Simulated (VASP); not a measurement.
Shape and ions are relaxed at each volume.

Consider the following.

Space group P4₂/mnm (No. 136); a = b = 4.753 Å, c = 3.177 Å, α = β = γ = 90.00°

```json
[
 {"atom": "Zn", "site": "2a", "symmetry": "m.mm", "x": "0.0000", "y": "0.0000", "z": "0.0000"},
 {"atom": "F", "site": "4f", "symmetry": "m.2m", "x": "0.3030", "y": "0.3030", "z": "0.0000"}
]
```

The numbers are results of optB88-vdW, VASP's PBE PAW potentials (set 64) (plane waves; VASP), not measurements. Settings: 520 eV cut-off, 5×5×7 Γ-centred mesh, Gaussian smearing of 0.050 eV, potentials Zn F.

Task: Give the energy at these volumes per atom, relative to the lowest: 11.19, 11.55, 11.91, 12.26, 12.62 Å³.

Result: 18.5, 4.9, 0.0, 2.3, 10.6 meV/atom. A third-order Birch-Murnaghan fit gives B0 = 105 GPa and B0′ = 5.3.

The compound is ZnF2 in the rutile structure. It was relaxed first.
